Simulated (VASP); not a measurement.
A convergence study with VASP on Pt (space group Fm-3m): a few settings are varied, all else stays as given below, so the limit is that of these other settings.

```xyz
1
Lattice="0.0000 1.9541 1.9541 1.9541 0.0000 1.9541 1.9541 1.9541 0.0000" Properties=species:S:1:pos:R:3 pbc="T T T"
Pt     0.0000     0.0000     0.0000
```

Computed with PBEsol GGA, VASP's PBE PAW potentials (set 64) (plane waves; VASP). The last row used: 300 eV cut-off, 21×21×21 Γ-centred mesh shifted by (0.5, 0.5, 0.5), Gaussian smearing of 0.10 eV, potentials Pt.

```csv
setting,E (eV/atom),pressure (GPa),irreducible k-points
2×2×2 mesh,-7.1354,3.03,2
3×3×3 mesh,-7.0392,-2.14,6
4×4×4 mesh,-6.9531,0.91,10
5×5×5 mesh,-6.9548,1.00,19
6×6×6 mesh,-6.9876,0.91,28
7×7×7 mesh,-6.9760,0.91,44
8×8×8 mesh,-6.9652,1.08,60
9×9×9 mesh,-6.9623,1.16,85
10×10×10 mesh,-6.9694,1.12,110
11×11×11 mesh,-6.9721,1.04,146
12×12×12 mesh,-6.9708,1.05,182
14×14×14 mesh,-6.9692,1.09,280
15×15×15 mesh,-6.9696,1.09,344
17×17×17 mesh,-6.9703,1.06,489
19×19×19 mesh,-6.9699,1.07,670
21×21×21 mesh,-6.9698,1.07,891
```

Left out are rungs that failed or repeat a setting and relaxations that didn't move; long series are thinned to 24 rows.

The structure is a typed Pt crystal (space group no. 225). The cell was not relaxed at this level.
